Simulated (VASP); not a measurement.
Energy against volume of KZnF₃ (cubic perovskite). Method: PBE GGA with D3 dispersion (zero damping), VASP's PBE PAW potentials (set 64) (plane waves; VASP 6.6.1).

| V (Å³/atom) | E (eV/atom) |
|---|---|
| 13.144 | -4.21798 |
| 13.563 | -4.22907 |
| 13.983 | -4.23344 |
| 14.402 | -4.23216 |
| 14.822 | -4.22595 |

Fit a third-order Birch-Murnaghan equation of state.

```json
{
  "volume_per_atom": "14.09 Å³/atom",
  "bulk_modulus": "70.2 GPa",
  "pressure_derivative_of_the_bulk_modulus": "4.26",
  "lattice_constant_a": "4.130 Å"
}
```

The compound is KZnF3 in the cubic perovskite structure. It was relaxed first, which changed the volume by +6 %.
